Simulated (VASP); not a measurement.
Calculation: r2SCAN meta-GGA, VASP's PBE PAW potentials (set 64) (plane waves; VASP 6.6.1).

Input for VASP

**POSCAR**
```
Fe
1.0
 -1.4303639293   1.4303639293   1.4303639293
  1.4303639293  -1.4303639293   1.4303639293
  1.4303639293   1.4303639293  -1.4303639293
Fe
1
Direct
  0.0000000000   0.0000000000   0.0000000000
```

INCAR:
```
SYSTEM = Fe
PREC = Accurate
ENCUT = 500
EDIFF = 1E-6
NELM = 100
ALGO = Normal
LREAL = .FALSE.
LASPH = .TRUE.
ISMEAR = 1
SIGMA = 0.1
METAGGA = R2SCAN
LMIXTAU = .TRUE.
LMAXMIX = 4
ISPIN = 2
MAGMOM = 2.7
LORBIT = 10
LWAVE = .FALSE.
LCHARG = .FALSE.
IBRION = 2
ISIF = 3
NSW = 40
EDIFFG = -0.02
PSTRESS = 50
```

**KPOINTS**
```
Automatic mesh
0
G
18 18 18
0 0 0
```

POTCAR, in this order: Fe (PBE.64 set). Program: vasp_std.

The resulting files:

File OSZICAR:
```
       N       E                     dE             d eps       ncg     rms          rms(c)
DAV:   1     0.103072076412E+02    0.10307E+02   -0.41159E+03  7276   0.107E+03
DAV:   2    -0.153761123122E+02   -0.25683E+02   -0.23881E+02  7080   0.133E+02
DAV:   3    -0.157265764181E+02   -0.35046E+00   -0.34882E+00  7831   0.218E+01
DAV:   4    -0.157286893334E+02   -0.21129E-02   -0.21128E-02  7710   0.157E+00
DAV:   5    -0.157287142728E+02   -0.24939E-04   -0.24938E-04  7604   0.153E-01    0.117E+01
DAV:   6    -0.142547542115E+02    0.14740E+01   -0.22066E+01  7466   0.744E+01    0.871E+00
DAV:   7    -0.143489392268E+02   -0.94185E-01   -0.32734E+00  8065   0.248E+01    0.519E+00
DAV:   8    -0.143625888181E+02   -0.13650E-01   -0.78774E-02  7874   0.274E+00    0.227E+00
DAV:   9    -0.143573802709E+02    0.52085E-02   -0.87260E-02  8201   0.345E+00    0.721E-01
DAV:  10    -0.143593807527E+02   -0.20005E-02   -0.14499E-02  8189   0.124E+00    0.176E-01
DAV:  11    -0.143600649948E+02   -0.68424E-03   -0.13055E-03  7949   0.524E-01    0.891E-02
DAV:  12    -0.143600505395E+02    0.14455E-04   -0.11609E-05  7617   0.406E-02    0.607E-02
DAV:  13    -0.143600417435E+02    0.87959E-05   -0.32581E-05  7521   0.847E-02    0.183E-02
DAV:  14    -0.143600379633E+02    0.37802E-05   -0.34432E-06  7085   0.259E-02    0.431E-03
DAV:  15    -0.143600385134E+02   -0.55010E-06   -0.35440E-08  3539   0.241E-03
   1 F= -.13994731E+02 E0= -.13994739E+02  d E =-.139947E+02  mag=     2.6196
       N       E                     dE             d eps       ncg     rms          rms(c)
DAV:   1    -0.145222532200E+02   -0.16222E+00   -0.46483E+00  7336   0.380E+01    0.420E+00
DAV:   2    -0.143367298743E+02    0.18552E+00   -0.14815E+00  7580   0.191E+01    0.407E+00
DAV:   3    -0.143421825952E+02   -0.54527E-02   -0.63009E-02  7487   0.379E+00    0.167E+00
DAV:   4    -0.143397434884E+02    0.24391E-02   -0.18394E-03  7289   0.488E-01    0.369E-01
DAV:   5    -0.143380151812E+02    0.17283E-02   -0.49351E-03  8776   0.550E-01    0.694E-02
DAV:   6    -0.143380600706E+02   -0.44889E-04   -0.43619E-04  8134   0.292E-01    0.303E-02
DAV:   7    -0.143380647064E+02   -0.46357E-05   -0.20539E-05  7277   0.607E-02    0.256E-02
DAV:   8    -0.143380630350E+02    0.16714E-05   -0.19237E-06  7105   0.167E-02    0.995E-03
DAV:   9    -0.143380612505E+02    0.17844E-05   -0.56553E-07  5159   0.102E-02    0.337E-03
DAV:  10    -0.143380615086E+02   -0.25807E-06   -0.93567E-07  3578   0.128E-02
   2 F= -.13991530E+02 E0= -.13991443E+02  d E =0.320103E-02  mag=     2.5916
       N       E                     dE             d eps       ncg     rms          rms(c)
DAV:   1    -0.144212258715E+02   -0.83165E-01   -0.16220E+00  7321   0.232E+01    0.247E+00
DAV:   2    -0.143594273251E+02    0.61799E-01   -0.59536E-01  7600   0.117E+01    0.257E+00
DAV:   3    -0.143574341505E+02    0.19932E-02   -0.30511E-02  7869   0.269E+00    0.983E-01
DAV:   4    -0.143566529402E+02    0.78121E-03   -0.80759E-04  7259   0.468E-01    0.231E-01
DAV:   5    -0.143560846561E+02    0.56828E-03   -0.11026E-03  7269   0.350E-01    0.632E-02
DAV:   6    -0.143561227809E+02   -0.38125E-04   -0.60057E-05  7108   0.110E-01    0.237E-02
DAV:   7    -0.143561288646E+02   -0.60836E-05   -0.10003E-05  6995   0.344E-02    0.846E-03
DAV:   8    -0.143561292251E+02   -0.36054E-06   -0.14930E-06  3696   0.151E-02
   3 F= -.13998818E+02 E0= -.13998836E+02  d E =-.408698E-02  mag=     2.6193
```

File OUTCAR:
```
------------------------ aborting loop because EDIFF is reached ----------------------------------------
  FORCE on cell =-STRESS in cart. coord.  units (eV):
  Direction    XX          YY          ZZ          XY          YZ          ZX
  --------------------------------------------------------------------------------------
  Total        0.3552958      0.3552958      0.3552958      0.0000000      0.0000000     -0.0000000
  in kB       49.7179151     49.7179151     49.7179151      0.0000000      0.0000000     -0.0000000
  external PRESSURE =      -0.2820849 kB  Pullay stress =      50.0000000 kB
  volume of cell :       11.45
      direct lattice vectors                 reciprocal lattice vectors
    -1.419850375  1.419850375  1.419850375     0.000000000  0.352149782  0.352149782
     1.419850375 -1.419850375  1.419850375     0.352149782  0.000000000  0.352149782
     1.419850375  1.419850375 -1.419850375     0.352149782  0.352149782  0.000000000
 POSITION                                       TOTAL-FORCE (eV/Angst)
 -----------------------------------------------------------------------------------
      0.00000     -0.00000      0.00000        -0.000000     -0.000000     -0.000000
 -----------------------------------------------------------------------------------
    total drift:                                0.000000     -0.000000      0.000000
  FREE ENERGIE OF THE ION-ELECTRON SYSTEM (eV)
  ---------------------------------------------------
  free  energy   TOTEN  =       -14.3561292251 eV

  energy  without entropy=      -14.3561841884  energy(sigma->0) =      -14.35614755
  enthalpy is  TOTEN    =       -13.9988175933 eV   P V=        0.3573116318

 total charge

# of ion       s       p       d       tot
------------------------------------------
    1        0.490   0.572   6.194   7.256

 magnetization (x)

# of ion       s       p       d       tot
------------------------------------------
    1       -0.013  -0.120   2.812   2.680

 reached required accuracy - stopping structural energy minimisation
```
(Selected blocks of OUTCAR.)

**CONTCAR**
```
Fe
   1.00000000000000
    -1.4198503745774993    1.4198503745774993    1.4198503745774993
     1.4198503745774993   -1.4198503745774993    1.4198503745774993
     1.4198503745774993    1.4198503745774993   -1.4198503745774993
  Fe
     1
Direct
     0.0000000000000000    0.0000000000000000    0.0000000000000000
```

Energy and stress use the plane-wave basis of the starting cell.

The compound is Fe in the bcc structure. This run relaxes it under an external pressure of 5 GPa. Symmetry was kept, so distortions that lower it aren't found.
